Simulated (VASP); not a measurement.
Output of a VASP run:

File OSZICAR:
```
       N       E                     dE             d eps       ncg     rms          rms(c)
DAV:   1     0.691380112193E+01    0.69138E+01   -0.52909E+03   928   0.100E+03
DAV:   2    -0.191458401694E+02   -0.26060E+02   -0.25444E+02  1240   0.173E+02
DAV:   3    -0.193313272466E+02   -0.18549E+00   -0.18549E+00  1000   0.181E+01
DAV:   4    -0.193315115177E+02   -0.18427E-03   -0.18427E-03  1264   0.482E-01
DAV:   5    -0.193315115738E+02   -0.56134E-07   -0.56134E-07   960   0.572E-03    0.673E+00
DAV:   6    -0.184546212122E+02    0.87689E+00   -0.31240E+00  1112   0.130E+01    0.338E+00
DAV:   7    -0.183599672384E+02    0.94654E-01   -0.11333E-01  1184   0.309E+00    0.191E+00
DAV:   8    -0.183385265632E+02    0.21441E-01   -0.42578E-02  1008   0.173E+00    0.194E-01
DAV:   9    -0.183385446009E+02   -0.18038E-04   -0.39059E-04   912   0.229E-01    0.772E-02
DAV:  10    -0.183385587294E+02   -0.14129E-04   -0.71519E-05  1248   0.865E-02    0.133E-02
DAV:  11    -0.183385601574E+02   -0.14280E-05   -0.28278E-06   960   0.154E-02    0.527E-03
DAV:  12    -0.183385601659E+02   -0.84422E-08   -0.69801E-07   448   0.695E-03
   1 F= -.18338560E+02 E0= -.18338560E+02  d E =-.183386E+02
       N       E                     dE             d eps       ncg     rms          rms(c)
DAV:   1    -0.183772170299E+02   -0.38657E-01   -0.12249E+00   960   0.113E+01    0.144E+00
DAV:   2    -0.183397057714E+02    0.37511E-01   -0.17974E-01   960   0.323E+00    0.374E-01
DAV:   3    -0.183380867269E+02    0.16190E-02   -0.44034E-03  1104   0.700E-01    0.157E-01
DAV:   4    -0.183375310897E+02    0.55564E-03   -0.81105E-04  1016   0.248E-01    0.443E-02
DAV:   5    -0.183375211757E+02    0.99139E-05   -0.28860E-05  1072   0.448E-02    0.269E-02
DAV:   6    -0.183375195374E+02    0.16383E-05   -0.12702E-06   640   0.141E-02    0.129E-03
DAV:   7    -0.183375196370E+02   -0.99625E-07   -0.79970E-08   448   0.281E-03
   2 F= -.18337520E+02 E0= -.18337520E+02  d E =0.104053E-02
       N       E                     dE             d eps       ncg     rms          rms(c)
DAV:   1    -0.183570569189E+02   -0.19537E-01   -0.33267E-01   984   0.600E+00    0.747E-01
DAV:   2    -0.183470322726E+02    0.10025E-01   -0.46336E-02   984   0.165E+00    0.199E-01
DAV:   3    -0.183465702788E+02    0.46199E-03   -0.12640E-03  1088   0.369E-01    0.830E-02
DAV:   4    -0.183464267007E+02    0.14358E-03   -0.20924E-04  1048   0.128E-01    0.246E-02
DAV:   5    -0.183464250301E+02    0.16706E-05   -0.70984E-06  1048   0.229E-02    0.144E-02
DAV:   6    -0.183464254975E+02   -0.46739E-06   -0.31189E-07   472   0.696E-03
   3 F= -.18346425E+02 E0= -.18346425E+02  d E =-.786533E-02
```

OUTCAR:
```
------------------------ aborting loop because EDIFF is reached ----------------------------------------
  FORCE on cell =-STRESS in cart. coord.  units (eV):
  Direction    XX          YY          ZZ          XY          YZ          ZX
  --------------------------------------------------------------------------------------
  Total       -0.0020861     -0.0020861     -0.0020861      0.0000000      0.0000000      0.0000000
  in kB       -0.2847175     -0.2847175     -0.2847175      0.0000000      0.0000000      0.0000000
  external PRESSURE =      -0.2847175 kB  Pullay stress =       0.0000000 kB
  volume of cell :       11.74
      direct lattice vectors                 reciprocal lattice vectors
     0.000000000  1.803858944  1.803858944    -0.277183536  0.277183536  0.277183536
     1.803858944 -0.000000000  1.803858944     0.277183536 -0.277183536  0.277183536
     1.803858944  1.803858944  0.000000000     0.277183536  0.277183536 -0.277183536
  FREE ENERGIE OF THE ION-ELECTRON SYSTEM (eV)
  ---------------------------------------------------
  free  energy   TOTEN  =       -18.3464254975 eV

  energy  without entropy=      -18.3464254975  energy(sigma->0) =      -18.34642550

 reached required accuracy - stopping structural energy minimisation
```
(Selected blocks of OUTCAR.)

**POSCAR**
```
BN
1
    0.0000000000     1.7897860000     1.7897860000
    1.7897860000     0.0000000000     1.7897860000
    1.7897860000     1.7897860000     0.0000000000
B N
1 1
Direct
  0.0000000000   0.0000000000   0.0000000000
  0.2500000000   0.2500000000   0.2500000000
```

### Question
Write an INCAR and KPOINTS that could have produced this output.

### Answer
One answer among several that fit: the input of the run itself, PBEsol GGA, plane waves, VASP's PBE PAW potentials (set 64).

### INCAR
```
SYSTEM = BN
PREC = Accurate
ENCUT = 520
EDIFF = 1E-6
NELM = 100
ALGO = Normal
LREAL = .FALSE.
LASPH = .TRUE.
ISMEAR = 0
SIGMA = 0.05
GGA = PS
LWAVE = .FALSE.
LCHARG = .FALSE.
IBRION = 2
ISIF = 3
NSW = 60
EDIFFG = -0.01
```

KPOINTS:
```
Automatic mesh
0
Gamma
11 11 11
0 0 0
```

POTCAR, in this order: B N (PBE.64 set). Program: vasp_std.

Energy and stress use the plane-wave basis of the starting cell.

The structure was generated: BN was put into the zinc blende type (F-43m), which need not be its known phase. This run relaxes it. Symmetry was kept, so distortions that lower it aren't found.
